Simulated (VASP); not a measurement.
A convergence study with VASP on BN (zinc blende): a few settings are varied, all else stays as given below, so the limit is that of these other settings. The cell's lengths are 1 % over those of the tabulated start and one atom is moved, so it is off equilibrium.

```
CELL_PARAMETERS angstrom
      0.00000     1.82557     1.82557
      1.82557     0.00000     1.82557
      1.82557     1.82557     0.00000
ATOMIC_POSITIONS crystal
  B  0.00000 0.00000 0.00000
  N  0.23340 0.26660 0.26660
```

All values below come from PBEsol GGA, VASP's PBE PAW potentials (set 64) (plane waves; VASP). The last row used: 900 eV cut-off, 10×10×10 Γ-centred mesh, Gaussian smearing of 0.050 eV, potentials B N_h.

Gaps are read on the run's mesh, which can miss a band edge. Energies of different potentials or hybrids have different zeros.

```
setting                    E (eV/atom)  pressure (GPa)  gap on the mesh (eV)  plane waves
-------------------------  -----------  --------------  --------------------  -----------
ENCUT = 300, POTCAR B N        -9.1463          -46.97                 3.564          153
ENCUT = 400, POTCAR B N        -9.1434          -18.20                 3.699          229
ENCUT = 520, POTCAR B N     (withheld)      (withheld)                 3.713          342
ENCUT = 700, POTCAR B N        -9.1481          -12.32                 3.713          532
ENCUT = 900, POTCAR B N        -9.1492          -11.86                 3.712          763
ENCUT = 300, POTCAR B_s N   (withheld)      (withheld)            (withheld)          153
ENCUT = 400, POTCAR B_s N      -9.1327          -17.76                 3.699          229
ENCUT = 520, POTCAR B_s N      -9.1351          -11.65                 3.715          342
ENCUT = 700, POTCAR B_s N      -9.1384          -11.75                 3.714          532
ENCUT = 900, POTCAR B_s N      -9.1396          -11.33                 3.714          763
ENCUT = 300, POTCAR B_h N      -9.0789          -56.44                 3.546          153
ENCUT = 400, POTCAR B_h N      -9.0709          -26.89                 3.690          229
ENCUT = 700, POTCAR B_h N      -9.1516          -13.34                 3.719          532
ENCUT = 900, POTCAR B_h N      -9.1547          -12.31                 3.718          763
ENCUT = 300, POTCAR B N_s      -9.1346          -13.64                 3.719          153
ENCUT = 400, POTCAR B N_s      -9.1381          -11.43                 3.724          229
ENCUT = 520, POTCAR B N_s      -9.1416          -11.53                 3.726          342
ENCUT = 700, POTCAR B N_s      -9.1432          -11.39                 3.726          532
ENCUT = 900, POTCAR B N_s      -9.1437          -11.35                 3.726          763
ENCUT = 300, POTCAR B N_h      -8.6190         -150.53                 2.377          153
ENCUT = 400, POTCAR B N_h      -8.7895         -108.51                 3.287          229
ENCUT = 520, POTCAR B N_h      -9.0365          -55.28                 3.610          342
ENCUT = 700, POTCAR B N_h      -9.1398          -20.13                 3.708          532
ENCUT = 900, POTCAR B N_h      -9.1503          -12.44                 3.712          763
```

**Question.** Complete the blanks.

**Answer.** 
- ENCUT = 300, POTCAR B_s N, E (eV/atom): -9.1309
- ENCUT = 300, POTCAR B_s N, pressure (GPa): -46.11
- ENCUT = 300, POTCAR B_s N, gap on the mesh (eV): 3.574
- ENCUT = 520, POTCAR B N, E (eV/atom): -9.1442
- ENCUT = 520, POTCAR B N, pressure (GPa): -12.06

Left out are rungs that failed or repeat a setting and relaxations that didn't move; long series are thinned to 24 rows.

The compound is BN in the zinc blende structure. The cell was not relaxed at this level, it is distorted from the ideal structure.
